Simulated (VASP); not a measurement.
Level of theory: PBEsol GGA with spin-orbit coupling, VASP's PBE PAW potentials (set 64) (plane waves; VASP 6.6.1).

The input files of a VASP run:

KPOINTS_OPT:
```
k-points along high-symmetry lines
5
Line-mode
Reciprocal
  0.000000   0.000000   0.000000 ! GAMMA
  0.000000   0.500000   0.000000 ! X

  0.000000   0.500000   0.000000 ! X
  0.500000   0.500000   0.000000 ! M

  0.500000   0.500000   0.000000 ! M
  0.000000   0.000000   0.000000 ! GAMMA

  0.000000   0.000000   0.000000 ! GAMMA
  0.000000   0.000000   0.500000 ! Z

  0.000000   0.000000   0.500000 ! Z
  0.000000   0.500000   0.500000 ! R

  0.000000   0.500000   0.500000 ! R
  0.500000   0.500000   0.500000 ! A

  0.500000   0.500000   0.500000 ! A
  0.000000   0.000000   0.500000 ! Z

  0.000000   0.500000   0.000000 ! X
  0.000000   0.500000   0.500000 ! R

  0.500000   0.500000   0.000000 ! M
  0.500000   0.500000   0.500000 ! A
```

File KPOINTS:
```
Automatic mesh
0
Gamma
5 5 4
0 0 0
```

**POSCAR**
```
SnO
3.8112910
  0.9999998863   0.0000000000   0.0000000000
  0.0000000000   0.9999998863   0.0000000000
  0.0000000000   0.0000000000   1.2410813359
Sn O
2 2
Cart
  0.4999999432   0.0000000000   0.3026669049
  0.9999998863   0.4999999432   0.9384144310
  0.9999998863   0.0000000000   0.0000000000
  0.4999999432   0.4999999432   0.0000000000
```

**INCAR**
```
SYSTEM = SnO
PREC = Accurate
ENCUT = 520
EDIFF = 1E-6
NELM = 100
ALGO = Normal
LREAL = .FALSE.
LASPH = .TRUE.
ISMEAR = 0
SIGMA = 0.05
GGA = PS
LMAXMIX = 4
LWAVE = .FALSE.
LCHARG = .FALSE.
LSORBIT = .TRUE.
MAGMOM = 0 0 0 0 0 0 0 0 0 0 0 0
GGA_COMPAT = .FALSE.
```

POTCAR, in this order: Sn_d O (PBE.64 set). Program: vasp_ncl.

Output

OSZICAR:
```
       N       E                     dE             d eps       ncg     rms          rms(c)
DAV:   1     0.525718657592E+03    0.52572E+03   -0.19007E+04  1896   0.258E+03
DAV:   2     0.775804196731E+02   -0.44814E+03   -0.43040E+03  1784   0.746E+02
DAV:   3    -0.191564531810E+02   -0.96737E+02   -0.92824E+02  2016   0.256E+02
DAV:   4    -0.272105060072E+02   -0.80541E+01   -0.79421E+01  2032   0.778E+01
DAV:   5    -0.274868280525E+02   -0.27632E+00   -0.27615E+00  2048   0.148E+01    0.107E+01
DAV:   6    -0.242854703066E+02    0.32014E+01   -0.15157E+01  2928   0.519E+01    0.456E+00
DAV:   7    -0.243205483922E+02   -0.35078E-01   -0.21081E+00  1848   0.991E+00    0.255E+00
DAV:   8    -0.243133603059E+02    0.71881E-02   -0.55996E-01  2584   0.581E+00    0.108E+00
DAV:   9    -0.242864722233E+02    0.26888E-01   -0.13006E-01  2560   0.464E+00    0.324E-01
DAV:  10    -0.242879982541E+02   -0.15260E-02   -0.15612E-02  2032   0.919E-01    0.180E-01
DAV:  11    -0.242886186324E+02   -0.62038E-03   -0.49656E-03  2816   0.837E-01    0.166E-01
DAV:  12    -0.242880999162E+02    0.51872E-03   -0.13703E-03  2608   0.438E-01    0.531E-02
DAV:  13    -0.242880815685E+02    0.18348E-04   -0.59689E-04  2472   0.209E-01    0.181E-02
DAV:  14    -0.242880813897E+02    0.17881E-06   -0.67768E-05  2192   0.854E-02    0.886E-03
DAV:  15    -0.242880812204E+02    0.16924E-06   -0.58595E-06  1984   0.190E-02
   1 F= -.24288081E+02 E0= -.24288081E+02  d E =-.194947E-07  mag=     0.0000     0.0000     0.0000
       N       E                     dE             ncg
       N       E                     dE             ncg
       N       E                     dE             ncg
```

### OUTCAR
```
------------------------ aborting loop because EDIFF is reached ----------------------------------------
  FORCE on cell =-STRESS in cart. coord.  units (eV):
  Direction    XX          YY          ZZ          XY          YZ          ZX
  --------------------------------------------------------------------------------------
  Total       -0.0491166     -0.0491166      0.0413734      0.0000000      0.0000000      0.0000000
  in kB       -1.1453083     -1.1453083      0.9647504      0.0000000      0.0000000      0.0000000
  external PRESSURE =      -0.4419554 kB  Pullay stress =       0.0000000 kB
  volume of cell :       68.71
      direct lattice vectors                 reciprocal lattice vectors
     3.811290567  0.000000000  0.000000000     0.262378316  0.000000000  0.000000000
     0.000000000  3.811290567  0.000000000     0.000000000  0.262378316  0.000000000
     0.000000000  0.000000000  4.730122126     0.000000000  0.000000000  0.211411032
 POSITION                                       TOTAL-FORCE (eV/Angst)
 -----------------------------------------------------------------------------------
      1.90565      0.00000      1.15355         0.000000      0.000000     -0.007496
      0.00000      1.90565      3.57657        -0.000000      0.000000      0.007496
      0.00000      0.00000      0.00000        -0.000000      0.000000      0.000000
      1.90565      1.90565      0.00000        -0.000000     -0.000000      0.000000
 -----------------------------------------------------------------------------------
    total drift:                                0.000000      0.000000     -0.000000
  FREE ENERGIE OF THE ION-ELECTRON SYSTEM (eV)
  ---------------------------------------------------
  free  energy   TOTEN  =       -24.2880812204 eV

  energy  without entropy=      -24.2880812009  energy(sigma->0) =      -24.28808121

 Ion:    1  E_soc:     -0.0774939

 Ion:    2  E_soc:     -0.0774939

 Ion:    3  E_soc:     -0.0003973

 Ion:    4  E_soc:     -0.0003973
```
(Selected blocks of OUTCAR.)

Without a dispersion term in the relaxation, distances and binding between the weakly bound layers, chains or molecules are unreliable, and so is what depends on them.

The structure comes from a measured SnO entry (P4/nmm) of the Crystallography Open Database, whose conditions weren't checked. It was relaxed first, which changed the volume by -5 %. The k-mesh is coarse (spacing up to 0.33 per Å, 2π included), so the numbers may not be converged in it.
